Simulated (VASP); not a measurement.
Energy against volume of Fe (bcc). These are AM05 GGA, VASP's PBE PAW potentials (set 64) (plane waves; VASP) values and carry that method's errors. Settings: 520 eV cut-off, 18×18×18 Γ-centred mesh, first-order Methfessel-Paxton smearing of 0.10 eV, potentials Fe.

```json
[
 {"V (Å³/atom)": "10.145", "E (eV/atom)": "-8.64004"},
 {"V (Å³/atom)": "10.469", "E (eV/atom)": "-8.66419"},
 {"V (Å³/atom)": "10.793", "E (eV/atom)": "-8.67201"},
 {"V (Å³/atom)": "11.116", "E (eV/atom)": "-8.66626"}
]
```

Fit these four points and predict the energy of the run at 11.440 Å³/atom.

A cubic in V^(−2/3), the third-order Birch-Murnaghan form, passes through the four points with V0 = 10.81 Å³/atom and B0 = 222 GPa, and gives -8.6492 eV/atom there. The run gave -8.6480 eV/atom, +1.2 meV/atom from the fit; all five points give B0 = 229 GPa.

The compound is Fe in the bcc structure. It was relaxed first, which changed the volume by -9 %.
